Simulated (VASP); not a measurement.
**YSb2Os2: the relaxed cell at several levels**

How much does the cell of YSb2Os2 depend on the functional? The levels: PBE, LDA, PBEsol, r2SCAN, PBE + D3(BJ), BLYP + D4, optPBE-vdW and r2SCAN + rVV10. The cell is invented: it takes the structure of a Materials Project entry for YP2Pd2 (space group 139 there), with some of its atoms replaced by other elements, volume scaled by an estimate. It may not be a known or stable phase.

Method: PBE; plane waves and PAW (Os, Sb, Y_sv), in the first sound run; inputs show where later runs differ, in VASP 6.6.1.

### 1. The starting structure

Before any relaxation, the start is as follows. It takes space group I4/mmm (No. 139, tetragonal). Conventional cell: a = 4.297 Å, b = 4.297 Å, c = 10.368 Å, α = 90.00°, β = 90.00°, γ = 90.00°. Nearest to Os lie 4 Sb at 2.59 Å and 4 Os at 3.04 Å and 4 Y at 3.37 Å. Nearest to Sb lie 1 Sb at 2.29 Å and 4 Os at 2.59 Å and 4 Y at 3.25 Å. Y has 8 Sb at 3.25 Å and 8 Os at 3.37 Å nearest. It derives from YP2Pd2. it takes the structure of a Materials Project entry for YP2Pd2 (space group 139 there), with some of its atoms replaced by other elements, volume scaled by an estimate. Farther neighbours are not listed.

### 2. Relaxation with PBE

The start need not lie at this functional's minimum. ISIF = 3 frees volume, shape and positions, and EDIFFG sets the threshold on forces and stress at which the search stops. PBE, the usual starting point, adds the gradient of the density.

INCAR

```
SYSTEM = YSb2Os2
PREC = Accurate
ENCUT = 520
EDIFF = 1E-06
NELM = 100
ISMEAR = -1
SIGMA = 0.05
LREAL = .FALSE.
ALGO = Normal
GGA = PE
LORBIT = 11
LWAVE = .FALSE.
LCHARG = .FALSE.
KPAR = 2
IBRION = 2
NSW = 60
ISIF = 3
EDIFFG = -0.01
```

POSCAR

```
YSb2Os2
1.0
   -2.1486530000      2.1486530000      5.1840510000
    2.1486530000     -2.1486530000      5.1840510000
    2.1486530000      2.1486530000     -5.1840510000
Os Sb Y
2 2 1
Direct
    0.7500000000      0.2500000000      0.5000000000
    0.2500000000      0.7500000000      0.5000000000
    0.3894394600      0.3894394600      0.0000000000
    0.6105605400      0.6105605400      0.0000000000
    0.0000000000      0.0000000000      0.0000000000
```

KPOINTS

```
Automatic mesh
0
Gamma
7 7 7
0 0 0
```

PAW data sets: Os, Sb and Y_sv (PBE family, release 64).

Run with:

```bash
> mpirun -np 2 vasp_std
```

The log of the run:

```text
[banner, memory and clock lines left out]
running    2 mpi-ranks, on    1 nodes
 distrk:  each k-point on    1 cores,    2 groups
 distr:  one band on    1 cores,    1 groups

 POSCAR found type information on POSCAR OsSbY
 POSCAR found :  3 types and       5 ions
 LDA part: xc-table for (Slater+PW92), standard interpolation
 POSCAR, INCAR and KPOINTS ok, starting setup
 FFT: planning ... GRIDC
 FFT: planning ... GRID_SOFT
 FFT: planning ... GRID
 WAVECAR not read
 entering main loop
       N       E                     dE             d eps       ncg     rms          rms(c)
DAV:   1     0.242683643873E+03    0.24268E+03   -0.16324E+04  1760   0.153E+03
DAV:   2    -0.126624048332E+02   -0.25535E+03   -0.24893E+03  1976   0.404E+02
DAV:   3    -0.355888400773E+02   -0.22926E+02   -0.22303E+02  2610   0.964E+01
DAV:   4    -0.365591908700E+02   -0.97035E+00   -0.96422E+00  2856   0.195E+01
DAV:   5    -0.365806903533E+02   -0.21499E-01   -0.21480E-01  2538   0.255E+00    0.308E+01
DAV:   6    -0.354314415226E+02    0.11492E+01   -0.16483E+00  2170   0.714E+00    0.197E+01
DAV:   7    -0.351890341360E+02    0.24241E+00   -0.22148E+00  2776   0.834E+00    0.433E+00
DAV:   8    -0.351638129890E+02    0.25221E-01   -0.82709E-01  2110   0.481E+00    0.110E+00
DAV:   9    -0.351438543658E+02    0.19959E-01   -0.14639E-01  2156   0.222E+00    0.279E-01
DAV:  10    -0.351437219668E+02    0.13240E-03   -0.88216E-03  2510   0.623E-01    0.324E-01
DAV:  11    -0.351436886551E+02    0.33312E-04   -0.63364E-04  2602   0.166E-01    0.881E-02
DAV:  12    -0.351436632888E+02    0.25366E-04   -0.10658E-04  2824   0.597E-02    0.472E-02
DAV:  13    -0.351436655228E+02   -0.22341E-05   -0.25591E-05  3012   0.323E-02    0.223E-02
DAV:  14    -0.351436642025E+02    0.13203E-05   -0.19471E-06  1632   0.854E-03    0.567E-03
DAV:  15    -0.351436644186E+02   -0.21604E-06   -0.14320E-06  1616   0.614E-03
   1 F= -.35143664E+02 E0= -.35128530E+02  d E =-.351437E+02
 curvature:   0.00 expect dE= 0.000E+00 dE for cont linesearch  0.000E+00
 trial: gam= 0.00000 g(F)=  0.859E+01 g(S)=  0.553E+01 ort = 0.000E+00 (trialstep = 0.100E+01)
 search vector abs. value=  0.141E+02
 bond charge predicted
       N       E                     dE             d eps       ncg     rms          rms(c)
DAV:   1    -0.569838612138E+02   -0.21840E+02   -0.62227E+02  1988   0.151E+02    0.324E+01
DAV:   2    -0.408872235864E+02    0.16097E+02   -0.15675E+02  2954   0.841E+01    0.293E+01
DAV:   3    -0.358313557039E+02    0.50559E+01   -0.95769E+01  2832   0.368E+01    0.160E+01
DAV:   4    -0.349898198402E+02    0.84154E+00   -0.11940E+01  2426   0.172E+01    0.110E+01
DAV:   5    -0.352438481348E+02   -0.25403E+00   -0.17017E+00  2708   0.582E+00    0.599E+00
DAV:   6    -0.353817369642E+02   -0.13789E+00   -0.66289E-01  2904   0.355E+00    0.252E+00
DAV:   7    -0.354455167595E+02   -0.63780E-01   -0.13674E-01  2622   0.233E+00    0.642E-01
DAV:   8    -0.354413729398E+02    0.41438E-02   -0.41511E-02  2650   0.825E-01    0.274E-01
DAV:   9    -0.354413410292E+02    0.31911E-04   -0.17968E-03  2412   0.285E-01    0.113E-01
DAV:  10    -0.354413688862E+02   -0.27857E-04   -0.77903E-04  2738   0.929E-02    0.482E-02
DAV:  11    -0.354413623274E+02    0.65588E-05   -0.60825E-05  2500   0.427E-02    0.274E-02
DAV:  12    -0.354413581325E+02    0.41949E-05   -0.26804E-05  2814   0.221E-02    0.675E-03
DAV:  13    -0.354413581361E+02   -0.35843E-08   -0.92966E-06  2730   0.104E-02
   2 F= -.35441358E+02 E0= -.35429851E+02  d E =-.297694E+00
[... from here on, the cycles between the ionic steps are left out ...]
   3 F= -.37080378E+02 E0= -.37071975E+02  d E =-.193671E+01
   4 F= -.37110965E+02 E0= -.37102384E+02  d E =-.196730E+01
   5 F= -.37135971E+02 E0= -.37126753E+02  d E =-.199231E+01
   6 F= -.37136298E+02 E0= -.37127185E+02  d E =-.199263E+01
   7 F= -.37100063E+02 E0= -.37090973E+02  d E =0.362348E-01
   8 F= -.37174322E+02 E0= -.37165254E+02  d E =-.380241E-01
   9 F= -.37189291E+02 E0= -.37180321E+02  d E =-.149689E-01
  10 F= -.37191733E+02 E0= -.37182796E+02  d E =-.174109E-01
  11 F= -.37191753E+02 E0= -.37182821E+02  d E =-.174309E-01
  12 F= -.37192416E+02 E0= -.37183610E+02  d E =-.663011E-03
  13 F= -.37192416E+02 E0= -.37183610E+02  d E =-.663000E-03
  14 F= -.37192371E+02 E0= -.37183602E+02  d E =0.441420E-04
 trial-energy change:    0.000044  1 .order    0.000033   -0.000266    0.000333
 step:   0.3549(harm=  0.3770)  dis= 0.00033  next Energy=   -37.192470 (dE=-0.549E-04)
 bond charge predicted
       N       E                     dE             d eps       ncg     rms          rms(c)
DAV:   1    -0.371928312574E+02   -0.46008E-03   -0.91304E-03  1802   0.604E-01    0.153E-01
DAV:   2    -0.371925492427E+02    0.28201E-03   -0.15821E-03  2566   0.257E-01    0.534E-02
DAV:   3    -0.371924763782E+02    0.72864E-04   -0.24482E-04  2886   0.928E-02    0.437E-02
DAV:   4    -0.371924606203E+02    0.15758E-04   -0.12309E-04  2974   0.579E-02    0.311E-02
DAV:   5    -0.371924657861E+02   -0.51659E-05   -0.11310E-05  2428   0.198E-02    0.143E-02
DAV:   6    -0.371924685283E+02   -0.27422E-05   -0.10224E-05  3168   0.136E-02    0.326E-03
DAV:   7    -0.371924684302E+02    0.98114E-07   -0.41418E-07  1304   0.407E-03
  15 F= -.37192468E+02 E0= -.37183677E+02  d E =-.529160E-04
 curvature:  -0.23 expect dE=-0.140E-05 dE for cont linesearch -0.343E-06
 trial: gam=-0.05208 g(F)=  0.165E-06 g(S)=  0.593E-05 ort = 0.239E-04 (trialstep = 0.750E+00)
 search vector abs. value=  0.464E-05
 reached required accuracy - stopping structural energy minimisation
```

Elapsed: 11 min, on 2 MPI ranks of Intel Xeon 6975P-C (Granite Rapids), shared host; peak memory 0.87 GiB.

Lines that name or quote the potential files are left out of all logs, and their timing lines are given in words.

From OUTCAR (step 2):

```text
ion  position               nearest neighbor table
   1  0.750  0.250  0.500-   3 2.59   4 2.59   3 2.59   4 2.59   2 3.04   2 3.04   2 3.04   2 3.04
                             5 3.37   5 3.37   5 3.37   5 3.37
   2  0.250  0.750  0.500-   3 2.59   4 2.59   3 2.59   4 2.59   1 3.04   1 3.04   1 3.04   1 3.04
                             5 3.37   5 3.37   5 3.37   5 3.37
   3  0.389  0.389  0.000-   4 2.29   2 2.59   1 2.59   2 2.59   1 2.59   5 3.25   5 3.25   5 3.25
                             5 3.25   5 4.04
   4  0.611  0.611  0.000-   3 2.29   1 2.59   2 2.59   1 2.59   2 2.59   5 3.25   5 3.25   5 3.25
                             5 3.25   5 4.04
   5  0.000  0.000  0.000-   4 3.25   4 3.25   4 3.25   3 3.25   4 3.25   3 3.25   3 3.25   3 3.25
                             1 3.37   2 3.37   1 3.37   2 3.37   1 3.37   1 3.37   2 3.37   2 3.37

  LATTYP: Found a body centered tetragonal cell.
 ALAT       =     4.2973060000
 C/A-ratio  =     2.4126980950

 Subroutine GETGRP returns: Found 16 space group operations
 (whereof 16 operations were pure point group operations)

The static configuration has the point symmetry D_4h.

 Found     40 irreducible k-points:

   k-points           NKPTS =     40   k-points in BZ     NKDIM =     40   number of bands    NBANDS=     22

   dimension x,y,z NGX =    48 NGY =   48 NGZ =   48
   dimension x,y,z NGXF=    96 NGYF=   96 NGZF=   96

   ENCUT  =  520.0 eV  38.22 Ry    6.18 a.u.  11.17 11.17 11.17*2*pi/ulx,y,z

   NELECT =      37.0000    total number of electrons

 k-points in reciprocal lattice and weights: Automatic mesh
   0.00000000  0.00000000  0.00000000       0.003
   0.14285714  0.00000000 -0.00000000       0.023
   0.28571429  0.00000000 -0.00000000       0.023
   0.42857143  0.00000000 -0.00000000       0.023
   0.14285714  0.14285714 -0.00000000       0.023
   0.28571429  0.14285714 -0.00000000       0.047
   0.42857143  0.14285714 -0.00000000       0.047
  -0.42857143  0.14285714  0.00000000       0.047
  -0.28571429  0.14285714  0.00000000       0.047
[...]
-0.42857143  0.42857143  0.42857143       0.012
  -0.42857143 -0.42857143  0.42857143       0.006

 average (electrostatic) potential at core
       1 -43.8906       2 -43.8906       3 -85.2639       4 -85.2639       5 -33.9580

 E-fermi :   7.8943

 k-point     1 :       0.0000    0.0000    0.0000
  band No.  band energies     occupation
    ...
     15       6.3993      2.00000
     16       6.9206      2.00000
     17       6.9206      2.00000
     18       7.1443      2.00000
     19       7.4258      1.99983
     20       8.8606      0.00000
     21       9.4964      0.00000
     22       9.7341      0.00000

 k-point     2 :       0.1429    0.0000   -0.0000
  band No.  band energies     occupation
    ...
     15       6.3989      2.00000
     16       6.7754      2.00000
     17       6.9216      2.00000
     18       7.1439      2.00000
     19       7.3552      1.99996
     20       8.7449      0.00000
     21       8.9607      0.00000
     22       9.2866      0.00000

 k-point     3 :       0.2857    0.0000   -0.0000
  band No.  band energies     occupation
    ...
     15       6.3708      2.00000
     16       6.4821      2.00000
     17       6.5324      2.00000
     18       6.8640      2.00000
     19       7.7303      1.92745
     20       8.2278      0.00253
     21       9.2256      0.00000
     22       9.3454      0.00000

  Total        0.0136488      0.0136488     -0.0155461      0.0000000      0.0000000      0.0000000
  in kB        0.2024639      0.2024639     -0.2306076      0.0000000      0.0000000      0.0000000
  external PRESSURE =       0.0581067 kB  Pullay stress =       0.0000000 kB

  energy-cutoff  :      520.00
  volume of cell :      108.01
      direct lattice vectors                 reciprocal lattice vectors
    -2.228483086  2.228483086  5.437249649     0.000000000  0.224367869  0.091958257
     2.228483086 -2.228483086  5.437249649     0.224367869  0.000000000  0.091958257
     2.228483086  2.228483086 -5.437249649     0.224367869  0.224367869  0.000000000

 POSITION                                       TOTAL-FORCE (eV/Angst)
 -----------------------------------------------------------------------------------
      0.00000      2.22848      2.71862        -0.000000     -0.000000     -0.000000
      2.22848      0.00000      2.71862        -0.000000     -0.000000     -0.000000
      0.00000      0.00000      4.03315         0.000000      0.000000      0.001306
      0.00000      0.00000      6.84135        -0.000000     -0.000000     -0.001306
      0.00000      0.00000      0.00000        -0.000000     -0.000000     -0.000000
 -----------------------------------------------------------------------------------
    total drift:                                0.000000     -0.000000      0.000000

  FREE ENERGIE OF THE ION-ELECTRON SYSTEM (eV)
  ---------------------------------------------------
  free  energy   TOTEN  =       -37.1924684302 eV

  energy  without entropy=      -37.1748851998  energy(sigma->0) =      -37.18367682

 reached required accuracy - stopping structural energy minimisation

 total charge
# of ion       s       p       d       f       tot
--------------------------------------------------
    1        0.521   0.502   6.240   0.000   7.262
    2        0.521   0.502   6.240   0.000   7.262
    3        1.079   1.332   0.135   0.000   2.546
    4        1.079   1.332   0.135   0.000   2.546
    5        2.144   6.201   0.836   0.026   9.206
--------------------------------------------------
tot          5.343   9.869  13.586   0.026  28.823

[... 3 further parts left out ...]
```

This run has no spin polarisation. Its electron count is odd, so without a moment it is a metal by construction. After so large a change of volume the plane waves of the start cell no longer fit, so the final stress carries a basis-set error. The run keeps the 16 symmetry operations of its start, so it cannot find a distortion of lower symmetry.

Step by step:

```csv
step,energy less that of the first step (eV),largest force (eV/Å),pressure (GPa),volume (Å³)
1,0.0000,9.4340,19.34,95.73
2,-0.2977,2.5218,-5.52,130.63
3,-1.9367,1.1288,1.03,109.04
4,-1.9673,0.9371,1.76,107.98
5,-1.9923,0.4247,3.61,105.69
6,-1.9926,0.4983,3.35,105.98
7,-1.9564,0.6968,-5.57,112.47
8,-2.0307,0.0304,-0.68,108.61
9,-2.0456,0.0838,-0.23,108.14
10,-2.0481,0.1217,0.01,107.88
11,-2.0481,0.1257,0.04,107.85
12,-2.0488,0.0066,0.14,107.89
13,-2.0488,0.0066,0.15,107.89
14,-2.0487,0.0059,-0.20,108.17
15,-2.0488,0.0013,0.01,108.01
```

```csv
"conventional cell, symmetrised",before,after,change
a (Å),4.297,4.457,+3.7 %
b (Å),4.297,4.457,+3.7 %
c (Å),10.368,10.874,+4.9 %
volume (Å³/atom),19.15,21.60,+12.8 %
```

The atoms that moved most (Å, as changes of fractional coordinates times the final cell):

```csv
atom,dx,dy,dz,length
Sb3,0.000,0.000,-0.202,0.202
Sb4,0.000,0.000,0.202,0.202
```

The relaxed structure:

```cif
data_structure
_symmetry_space_group_name_H-M 'P 1'
_symmetry_Int_Tables_number 1
_cell_length_a 6.2846
_cell_length_b 6.2846
_cell_length_c 6.2846
_cell_angle_alpha 138.463
_cell_angle_beta 138.463
_cell_angle_gamma 60.195
_cell_volume 108.01
loop_
_atom_site_label
_atom_site_type_symbol
_atom_site_fract_x
_atom_site_fract_y
_atom_site_fract_z
_atom_site_occupancy
Os1 Os 0.75000 0.25000 0.50000 1
Os2 Os 0.25000 0.75000 0.50000 1
Sb3 Sb 0.37088 0.37088 0.00000 1
Sb4 Sb 0.62912 0.62912 0.00000 1
Y5 Y 0.00000 0.00000 0.00000 1
```

This step gave:

```yaml
electrons: 37
bands: 22
irreducible_k_points: 40
symmetry_operations: 16
free_energy_toten: -37.19 eV
energy_at_zero_smearing: -37.18 eV
fermi_energy: 7.894 eV
pressure: 0.005811 GPa
metallic: yes
scf_cycles_over_all_ionic_steps: 125
```

It ends with a largest force of 0.001 eV/Å and a pressure of 0.01 GPa. The conventional cell has a = 4.457 and c = 10.874 Å.

(Part 1 of 3 ends here.)

[Lines on the potential files, build, host, timing and source positions are cut from VASP's logs without a mark.]

[Logs are printed without paths, hosts, clocks, repeated set-up lines and the standing remarks that a program may print on its own settings, such as how far it seeks lower states.]

[Hosts, paths, dates, database ids (printed as entryN), source tags and the programs' standing remarks are cut or masked in the printed files.]

[A measured line is paired with the nearest computed mode of its activity, which favours agreement.]
